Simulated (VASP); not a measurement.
Data:

```
CELL_PARAMETERS angstrom
      0.00000     2.64965     2.64965
      2.64965     0.00000     2.64965
      2.64965     2.64965     0.00000
ATOMIC_POSITIONS crystal
  Si 0.00000 0.00000 0.00000
  Si 0.25000 0.25000 0.25000
```

These are HSE06 screened hybrid, VASP's PBE PAW potentials (set 64) (plane waves; VASP) values and carry that method's errors. Settings: 520 eV cut-off, 6×6×6 Γ-centred mesh, Gaussian smearing of 0.050 eV, potentials Si.

Give the stress tensor in GPa (positive for a compressed cell).

```
8.74  0.00  0.00
0.00  8.74  0.00
0.00  0.00  8.74
```
The pressure is its mean diagonal, 8.74 GPa.

The compound is Si in the diamond structure. This cell is one point of a volume scan, at 0.91 of the reference volume. The cell's shape comes from a PBE relaxation.
